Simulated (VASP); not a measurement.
An input for Quantum ESPRESSO's pw.x (written as the equivalent of a VASP run, and not itself run):

```
&CONTROL
  calculation = 'vc-relax'
  pseudo_dir = './pseudo'
  outdir = './out'
  tprnfor = .true.
  tstress = .true.
  nstep = 60
  forc_conv_thr = 0.00078
/
&SYSTEM
  ibrav = 0
  nat = 4
  ntyp = 2
  ecutwfc = 82
  occupations = 'smearing'
  smearing = 'gaussian'
  degauss = 0.003675
  input_dft = 'rpbe'
/
&ELECTRONS
  conv_thr = 7.3e-08
  electron_maxstep = 100
/
&IONS
/
&CELL
/
ATOMIC_SPECIES
  Ag 107.868 Ag.upf
  I 126.904 I.upf
CELL_PARAMETERS angstrom
     2.4045726   -4.1648423    0.0000000
     2.4045726    4.1648423   -0.0000000
     0.0000000   -0.0000000    7.8565553
ATOMIC_POSITIONS crystal
  Ag   0.6666670  0.3333330  0.5001595
  Ag   0.3333330  0.6666670  0.0001595
  I    0.6666670  0.3333330  0.8748405
  I    0.3333330  0.6666670  0.3748405
K_POINTS automatic
  5 5 3 0 0 0
```

Translate this input to VASP (INCAR, KPOINTS, POSCAR, choice of POTCAR).

One answer among several that fit: 
### INCAR
```
LMAXMIX=4
NSW=60   # most ionic steps
ALGO=Normal
LASPH=.TRUE.   # aspherical one-centre terms
LREAL=.FALSE.   # projection in real space or not
LCHARG=.FALSE.
NELM=100
SYSTEM=AgI
ISMEAR=0   # Gaussian
GGA=RP
EDIFF=1E-6   # SCF stop (eV)
PREC=Accurate
ENCUT=520
LWAVE=.FALSE.
SIGMA=0.05   # width (eV)
IBRION=2   # conjugate gradients
ISIF=3
EDIFFG=-0.02
```

KPOINTS:
```
kpoints
0
gamma
5 5 3
0 0 0
```

### POSCAR
```
AgI
1
    2.4045725887    -4.1648423476     0.0000000000
    2.4045725887     4.1648423476    -0.0000000000
    0.0000000000    -0.0000000000     7.8565553209
Ag I
2 2
Direct
  0.6666670000   0.3333330000   0.5001594514
  0.3333330000   0.6666670000   0.0001594514
  0.6666670000   0.3333330000   0.8748405486
  0.3333330000   0.6666670000   0.3748405486
```

POTCAR, in this order: Ag I (PBE.64 set). Program: vasp_std.

Limits of the translation: the potentials are each code's own (VASP's PAW set, PseudoDojo norm-conserving files in pw.x), so ENCUT and ecutwfc are chosen apart and not converted; conv_thr bounds pw.x's estimated SCF error, while EDIFF bounds the energy change between steps; forc_conv_thr acts on force components and is met together with etot_conv_thr.

The compound is AgI in the wurtzite structure. This run relaxes it. Symmetry was kept, so distortions that lower it aren't found. The start is the result of an earlier pass.
